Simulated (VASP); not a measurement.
Here is the system:

```
CELL_PARAMETERS angstrom
      2.25067    -3.89828     0.00000
      2.25067     3.89828     0.00000
      0.00000     0.00000     4.98584
ATOMIC_POSITIONS crystal
  Se 0.00000 0.21755 0.66667
  Se 0.78245 0.78245 0.00000
  Se 0.21755 0.00000 0.33333
```

Level of theory: r2SCAN meta-GGA, VASP's PBE PAW potentials (set 64) (plane waves; VASP 6.6.1). Run with 400 eV cut-off, 10×10×8 Γ-centred mesh, Gaussian smearing of 0.010 eV, potentials Se.

Task: Predict the energy per atom (σ→0).

Result: 
energy per atom (σ→0): -14.308 eV/atom

The compound is Se in the trig structure. It was relaxed first, which changed the volume by +7 %.
